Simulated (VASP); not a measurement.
An input for Ansatz (written as the equivalent of a VASP run, and not itself run):

Ansatz 0.2 input:
```yaml
crystal:
  lattice:
    - [4.1820000, 0.0000000, 0.0000000]
    - [0.0000000, 4.1820000, 0.0000000]
    - [0.0000000, 0.0000000, 4.1820000]
  atoms:
    - { symbol: Sc, position: [0.0000000, 0.0000000, 0.0000000] }
    - { symbol: Al, position: [0.0000000, 0.5000000, 0.5000000] }
    - { symbol: Al, position: [0.5000000, 0.0000000, 0.5000000] }
    - { symbol: Al, position: [0.5000000, 0.5000000, 0.0000000] }
kpoints:
  mp_grid: { grid: [7, 7, 7] }
hamiltonian:
  xc: pbe
  pseudopotentials: { kind: paw }
scf:
  occupations: { method: methfessel_paxton, width: 0.1 }
  max_iter: 100
output: { forces: true, stress: true, eigenvalues: true }
```

**Question.** Write the VASP files for the same calculation (PBE).

**Answer.** This is not unique; one that fits is 
### POSCAR
```
Al3Sc
1
    4.1820000000     0.0000000000     0.0000000000
    0.0000000000     4.1820000000     0.0000000000
    0.0000000000     0.0000000000     4.1820000000
Sc Al
1 3
Direct
  0.0000000000   0.0000000000   0.0000000000
  0.0000000000   0.5000000000   0.5000000000
  0.5000000000   0.0000000000   0.5000000000
  0.5000000000   0.5000000000   0.0000000000
```

KPOINTS:
```
Automatic
0
Gamma
  7 7 7
0 0 0
```

### INCAR
```
PREC=Accurate
ENCUT=400
LREAL=.False.
ISMEAR=1   ! Methfessel-Paxton
LWAVE=.False.
LMAXMIX=4   ! l cut-off of mixed one-centre charges
GGA=PE   ! PBE
SYSTEM=Al3Sc
SIGMA=0.1
ALGO=Fast
EDIFF=1E-6   ! SCF stop (eV)
ISIF=2
NELM=100   ! most electronic steps
LCHARG=.False.
LASPH=.True.   ! aspherical one-centre terms
```

POTCAR, in this order: Sc_sv Al (PBE.64 set). Program: vasp_std.

The two are equivalent in intent, not identical: each code has its own PAW files, so the cut-off isn't converted (ENCUT is set for VASP's; basis.ecutwfc is left out, and Ansatz then takes the one that its files recommend); Ansatz stops its SCF on the density residual and VASP on the energy change (EDIFF).

The compound is Al3Sc in the L1_2 structure. The cell was not relaxed at this level. The run is one of a series of settings (ALGO = Fast against the base run), some of them coarse on purpose.
